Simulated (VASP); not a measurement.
These are LDA (Ceperley-Alder, Perdew-Zunger), VASP's LDA PAW potentials (set 64) (plane waves; VASP) values and carry that method's errors.

VASP ran on this input.

### INCAR
```
SYSTEM = Hf
PREC = Accurate
ENCUT = 500
EDIFF = 1E-6
NELM = 100
ALGO = Normal
LREAL = .FALSE.
LASPH = .TRUE.
ISMEAR = 1
SIGMA = 0.1
LMAXMIX = 6
LWAVE = .FALSE.
LCHARG = .FALSE.
IBRION = 2
ISIF = 3
NSW = 40
EDIFFG = -0.02
PSTRESS = 100
```

**KPOINTS**
```
kpoints
0
G
 14 14 8
0 0 0
```

### POSCAR
```
Hf
1.0
  1.5219723515  -2.6361334038   0.0000000000
  1.5219723515   2.6361334038   0.0000000000
  0.0000000000   0.0000000000   4.8321789229
Hf
2
Cartesian
  1.5219723515   0.8787128920   1.2080447307
  1.5219723515  -0.8787128920   3.6241341922
```

POTCAR, in this order: Hf_pv (LDA.64 set). Program: vasp_std.

The resulting files:

File OUTCAR:
```
 ion  position               nearest neighbor table
   1  0.333  0.667  0.250-   2 2.99   2 2.99   2 2.99   2 2.99   2 2.99   2 2.99
   2  0.667  0.333  0.750-   1 2.99   1 2.99   1 2.99   1 2.99   1 2.99   1 2.99
  LATTYP: Found a hexagonal cell.
 ALAT       =     3.0439446712
 C/A-ratio  =     1.5874726530
 Subroutine PRICEL returns:
 Original cell was already a primitive cell.
 Subroutine GETGRP returns: Found 24 space group operations
The static configuration has the point symmetry D_3d.
 The point group associated with its full space group is D_6h.
The dynamic configuration has the point symmetry D_3d.
 Subroutine INISYM returns: Found 24 space group operations
 Subroutine IBZKPT returns following result:
 Found    120 irreducible k-points:

 Following reciprocal coordinates:
            Coordinates               Weight
  0.000000  0.000000  0.000000      1.000000
  0.071429  0.000000  0.000000      6.000000
  0.142857 -0.000000  0.000000      6.000000
  0.214286  0.000000  0.000000      6.000000
  0.285714 -0.000000  0.000000      6.000000
  0.357143 -0.000000  0.000000      6.000000
  0.428571  0.000000  0.000000      6.000000
...
```

OSZICAR:
```
       N       E                     dE             d eps       ncg     rms          rms(c)
DAV:   1     0.464392434873E+02    0.46439E+02   -0.11618E+04  3368   0.135E+03
DAV:   2    -0.200830319700E+02   -0.66522E+02   -0.65136E+02  4212   0.268E+02
DAV:   3    -0.219213532528E+02   -0.18383E+01   -0.18096E+01  4508   0.301E+01
DAV:   4    -0.219351859028E+02   -0.13833E-01   -0.13824E-01  3888   0.319E+00
DAV:   5    -0.219353652054E+02   -0.17930E-03   -0.17929E-03  4452   0.291E-01    0.722E+01
DAV:   6    -0.214786578958E+02    0.45671E+00   -0.37003E-01  3546   0.473E+00    0.425E+01
DAV:   7    -0.213090251941E+02    0.16963E+00   -0.59510E-01  3552   0.579E+00    0.199E+00
DAV:   8    -0.213024238671E+02    0.66013E-02   -0.37078E-02  3672   0.154E+00    0.409E-01
DAV:   9    -0.213024995431E+02   -0.75676E-04   -0.84276E-04  4602   0.229E-01    0.196E-01
DAV:  10    -0.213025012289E+02   -0.16858E-05   -0.43571E-05  3684   0.559E-02    0.302E-01
DAV:  11    -0.213024950691E+02    0.61598E-05   -0.65255E-06  3996   0.199E-02    0.248E-02
DAV:  12    -0.213024950281E+02    0.41033E-07   -0.63104E-07  2328   0.687E-03
   1 F= -.18882377E+02 E0= -.18882132E+02  d E =-.188824E+02
       N       E                     dE             d eps       ncg     rms          rms(c)
DAV:   1    -0.213028799909E+02   -0.38492E-03   -0.99164E-03  3432   0.828E-01    0.801E-02
DAV:   2    -0.213027620014E+02    0.11799E-03   -0.16608E-04  4344   0.102E-01    0.457E-02
DAV:   3    -0.213027286789E+02    0.33323E-04   -0.38367E-05  4378   0.436E-02    0.404E-02
DAV:   4    -0.213027230593E+02    0.56195E-05   -0.11621E-05  4448   0.248E-02    0.155E-02
DAV:   5    -0.213027230022E+02    0.57123E-07   -0.59764E-07  1938   0.611E-03
   2 F= -.18882414E+02 E0= -.18882136E+02  d E =-.375235E-04
```

**OUTCAR**
```
------------------------ aborting loop because EDIFF is reached ----------------------------------------
  FORCE on cell =-STRESS in cart. coord.  units (eV):
  Direction    XX          YY          ZZ          XY          YZ          ZX
  --------------------------------------------------------------------------------------
  Total        2.4129172      2.4129171      2.4244020      0.0000000      0.0000000      0.0000000
  in kB       99.6946084     99.6946053    100.1691275      0.0000000      0.0000000      0.0000000
  external PRESSURE =      -0.1472196 kB  Pullay stress =     100.0000000 kB
  volume of cell :       38.78
      direct lattice vectors                 reciprocal lattice vectors
     1.521238204 -2.634861819  0.000000000     0.328679623 -0.189763272  0.000000000
     1.521238204  2.634861819  0.000000000     0.328679623  0.189763272  0.000000000
    -0.000000000 -0.000000000  4.837224695     0.000000000  0.000000000  0.206730111
 POSITION                                       TOTAL-FORCE (eV/Angst)
 -----------------------------------------------------------------------------------
      1.52124      0.87829      1.20931         0.000000      0.000000      0.000000
      1.52124     -0.87829      3.62792        -0.000000     -0.000000      0.000000
 -----------------------------------------------------------------------------------
    total drift:                               -0.000003      0.000166     -0.000015
  FREE ENERGIE OF THE ION-ELECTRON SYSTEM (eV)
  ---------------------------------------------------
  free  energy   TOTEN  =       -21.3027230022 eV

  energy  without entropy=      -21.3018875777  energy(sigma->0) =      -21.30244453
  enthalpy is  TOTEN    =       -18.8824144096 eV   P V=        2.4203085926

 reached required accuracy - stopping structural energy minimisation
```
(Selected blocks of OUTCAR.)

File CONTCAR:
```
Hf
   1.00000000000000
     1.5212382041582364   -2.6348618190705921    0.0000000000000000
     1.5212382041582364    2.6348618190705921    0.0000000000000000
    -0.0000000000000000   -0.0000000000000000    4.8372246953482945
  Hf
     2
Direct
     0.3333330000000032    0.6666669999999968    0.2500000000000000
     0.6666669999999968    0.3333330000000032    0.7500000000000000
```

The compound is Hf in the hcp structure. This run relaxes it under an external pressure of 10 GPa. Symmetry was kept, so distortions that lower it aren't found.
